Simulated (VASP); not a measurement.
```yaml
crystal:
  lattice:
    - [5.98213, 0.00000, 0.00000]
    - [0.00000, 5.98213, 0.00000]
    - [0.00000, 0.00000, 5.98213]
  atoms:
    - { symbol: As, position: [0.61697, 0.88303, 0.11697] }
    - { symbol: As, position: [0.11697, 0.61697, 0.88303] }
    - { symbol: As, position: [0.61697, 0.61697, 0.61697] }
    - { symbol: As, position: [0.38303, 0.38303, 0.38303] }
    - { symbol: As, position: [0.88303, 0.11697, 0.61697] }
    - { symbol: As, position: [0.88303, 0.38303, 0.11697] }
    - { symbol: As, position: [0.11697, 0.88303, 0.38303] }
    - { symbol: As, position: [0.38303, 0.11697, 0.88303] }
    - { symbol: Pt, position: [0.00000, 0.50000, 0.50000] }
    - { symbol: Pt, position: [0.50000, 0.00000, 0.50000] }
    - { symbol: Pt, position: [0.00000, 0.00000, 0.00000] }
    - { symbol: Pt, position: [0.50000, 0.50000, 0.00000] }
```

Level of theory: PBEsol GGA, VASP's PBE PAW potentials (set 64) (plane waves; VASP). Numerical set-up: 400 eV cut-off, Gaussian smearing of 0.050 eV, potentials As Pt.

Unless said otherwise, spin-orbit coupling is left out, though it shifts the bands of the heavy elements here.

### Question
Give the energies of bands 33 to 46 at the high-symmetry points, in eV from the valence-band maximum.

### Answer

```json
[
 {"band": "33", "Γ": "-3.37", "X": "-2.13", "M": "-2.06", "R": "-1.15", "X1": "-2.13"},
 {"band": "34", "Γ": "-2.52", "X": "-2.13", "M": "-2.06", "R": "-1.15", "X1": "-2.13"},
 {"band": "35", "Γ": "-2.50", "X": "-1.97", "M": "-2.06", "R": "-1.15", "X1": "-1.97"},
 {"band": "36", "Γ": "-2.50", "X": "-1.97", "M": "-2.06", "R": "-1.15", "X1": "-1.97"},
 {"band": "37", "Γ": "-2.50", "X": "-1.29", "M": "-0.63", "R": "-0.78", "X1": "-1.29"},
 {"band": "38", "Γ": "-1.02", "X": "-1.29", "M": "-0.63", "R": "-0.78", "X1": "-1.29"},
 {"band": "39", "Γ": "-1.02", "X": "-0.88", "M": "-0.63", "R": "-0.78", "X1": "-0.88"},
 {"band": "40", "Γ": "-1.02", "X": "-0.88", "M": "-0.63", "R": "-0.78", "X1": "-0.88"},
 {"band": "41", "Γ": "0.61", "X": "1.43", "M": "1.92", "R": "0.22", "X1": "1.43"},
 {"band": "42", "Γ": "0.61", "X": "1.43", "M": "1.92", "R": "0.22", "X1": "1.43"},
 {"band": "43", "Γ": "0.61", "X": "1.60", "M": "1.92", "R": "0.22", "X1": "1.60"},
 {"band": "44", "Γ": "1.52", "X": "1.60", "M": "1.92", "R": "0.22", "X1": "1.60"},
 {"band": "45", "Γ": "3.98", "X": "2.67", "M": "2.15", "R": "2.90", "X1": "2.67"},
 {"band": "46", "Γ": "3.98", "X": "2.67", "M": "2.15", "R": "2.90", "X1": "2.67"}
]
```

The gap is indirect, 0.22 eV, from the valence maximum at M-Γ at 0.27 to the conduction minimum at R.

The compound is PtAs2 in the pyrite structure. It was relaxed first.
